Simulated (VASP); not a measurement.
A convergence study with VASP on AlP (zinc blende): one setting is varied, all else stays as given below, so the limit is that of these other settings.

```
CELL_PARAMETERS angstrom
      0.00000     2.73000     2.73000
      2.73000     0.00000     2.73000
      2.73000     2.73000     0.00000
ATOMIC_POSITIONS crystal
  Al 0.00000 0.00000 0.00000
  P  0.25000 0.25000 0.25000
```

Method: PBE GGA, VASP's PBE PAW potentials (set 64) (plane waves; VASP). The tightest run used: 550 eV cut-off, 17×17×17 Γ-centred mesh, tetrahedra with Blöchl corrections, potentials Al P.

Gaps are read on the run's mesh, which can miss a band edge.

```tsv
setting	E (eV/atom)	pressure (GPa)	gap on the mesh (eV)	irreducible k-points
3×3×3 mesh	-4.9965	3.60	2.150	4
4×4×4 mesh	-5.1372	2.59	1.555	8
5×5×5 mesh	-5.1716	2.31	1.817	10
```

Question: These are the cheaper rows. Estimate the results at 17×17×17 mesh, and how far the last row shown lies from them.

Answer: 
```
quantity              tightest run  last row shown is off by
--------------------  ------------  ------------------------
E (eV/atom)                -5.1855                    0.0138
pressure (GPa)                2.18                      0.13
gap on the mesh (eV)         1.602                     0.215
```

Left out are rungs that failed or repeat a setting and relaxations that didn't move; long series are thinned to 24 rows.

The compound is AlP in the zinc blende structure. The cell was not relaxed at this level.
